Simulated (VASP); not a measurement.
Data:

```yaml
crystal:
  lattice:
    - [0.00000, 2.57633, 2.57633]
    - [2.57633, 0.00000, 2.57633]
    - [2.57633, 2.57633, 0.00000]
  atoms:
    - { symbol: Sc, position: [0.50000, 0.50000, 0.50000] }
    - { symbol: S, position: [0.00000, 0.00000, 0.00000] }
```

Computed with PBEsol GGA, VASP's PBE PAW potentials (set 64) (plane waves; VASP 6.6.1). Run with 400 eV cut-off, 11×11×11 Γ-centred mesh, first-order Methfessel-Paxton smearing of 0.10 eV, potentials Sc_sv S.

**Question.** Estimate the energy per atom (σ→0), band gap (on the k-mesh) with the smallest direct gap where there is one.

**Answer.** 
- band gap (on the k-mesh) = none (metal, semimetal or under 0.01 eV)
- energy per atom (σ→0) = -7.481 eV/atom

The absolute energy has meaning only against runs of the same code, potentials and settings.

The structure comes from a computed database's ScS entry (Fm-3m); how it stands against other phases isn't given here. It was relaxed first. The start is the result of an earlier pass. The electron count is odd and the run is not spin-polarised, which forces a metal.
